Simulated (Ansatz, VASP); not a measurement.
**Tl3As2 in VASP and in Ansatz**

```
Tl As
1.0
     2.01154    1.16137    9.32452
    -2.01154    1.16137    9.32452
     0.00000   -2.32273    9.32452
Tl As
3 2
Cartesian
  0.0000 0.0000 0.0000
  0.0000 0.0000 5.8605
  0.0000 0.0000 22.1131
  0.0000 0.0000 11.1894
  0.0000 0.0000 16.7841
```

Alike in both runs: task single point; functional PBE; k mesh 6 × 6 × 6; occupations gaussian, width 0.1 eV; no spin polarisation.

```csv
,VASP,Ansatz
version,VASP 6.6.1,Ansatz 0.2.0
potentials or method,"VASP PAW PBE potentials, release 64 (Tl_d, As)","scalar-relativistic, plane waves, PAW"
plane-wave cutoff (eV),520,420
valence electrons in the cell,49,69
```

VASP gave:

* gap on the k mesh at the Fermi level (eV): none
* pressure (GPa): 3.3
* largest component of the traceless stress (GPa): 0.86
* rms of the force components (eV/Å): 0.172

What did Ansatz give for the same quantities?

gap on the k mesh at the Fermi level (eV): none; pressure (GPa): 3.2; largest component of the traceless stress (GPa): 0.88; rms of the force components (eV/Å): 0.170.

Atom by atom the forces differ by 0.003 eV/Å (rms over components). A gap of «none» marks a metal or a gap that the smearing closes. The two sets of potentials don't hold the same shells in valence.

Spin-orbit coupling is left out, which matters for the levels of Tl.
